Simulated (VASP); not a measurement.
Input:

```
K2S
1.0
    0.00000     3.72878     3.72878
    3.72878     0.00000     3.72878
    3.72878     3.72878     0.00000
K S
2 1
Cartesian
  1.86439   1.86439   1.86439
  5.59317   5.59317   5.59317
  7.45755   3.72878   3.72878
```

All values below come from PBE GGA, VASP's PBE PAW potentials (set 64) (plane waves; VASP). Run with 520 eV cut-off, Gaussian smearing of 0.050 eV, potentials K_sv S.

Question: Predict the band gap (along the path) with the smallest direct gap where there is one.

Answer: 
- band gap (along the path) = 2.33 eV
- smallest direct gap (along the path) = 2.50 eV

The compound is K2S in the antifluorite structure. It was relaxed first.
